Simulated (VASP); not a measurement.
Crystal: Si3C.

```
Si C
1.0
     4.91480    0.00000    0.00000
    -2.45740    4.25634    0.00000
     0.00000    0.00000    2.43311
Si C
3 1
Direct
  0.50000 0.00000 0.50000
  0.00000 0.50000 0.50000
  0.50000 0.50000 0.50000
  0.00000 0.00000 0.50000
```

The cell was built by a generator and needn't be a form met in nature.

```yaml
Program: VASP 6.6.1
Task: single point
Functional: PBE
Potentials_or_basis: VASP PAW PBE potentials, release 64 (Si, C)
Cutoff: 520 eV
k_mesh: 6 × 6 × 11
Occupations: fermi-dirac, width 0.05 eV
Spin: no spin polarisation
```

On this cell: pressure -0.3 GPa; largest force under 0.003 eV/Å; band gap on the k mesh none (metal or under the smearing width).

The same run follows on a disturbed copy (atoms moved at random, drawn with an rms of 0.05 Å):

```xyz
4
Lattice="4.9148 0.0000 0.0000 -2.4574 4.2563 0.0000 0.0000 0.0000 2.4331" Properties=species:S:1:pos:R:3 pbc="T T T"
Si    2.5015   -0.0179    1.2565
Si   -1.2223    2.1969    1.2482
Si    1.2480    2.1647    1.2163
C    -0.0400    0.0196    1.1821
```

Task: What does the disturbed cell give?

Result: The energy (extrapolated to zero smearing) moves by +5.4 meV/atom; pressure 0.1 GPa; largest force 0.893 eV/Å; band gap on the k mesh none (metal or under the smearing width).

Forces in eV/Å, atoms in the order of the input:
```
Si   0.266  0.848 -0.085
Si  -0.308 -0.292 -0.078
Si   0.254 -0.435 -0.041
C   -0.211 -0.121  0.203
```

Stress tensor (GPa, compression positive):
```
 0.16 -0.07  0.09
-0.07  0.25  0.12
 0.09  0.12 -0.13
```
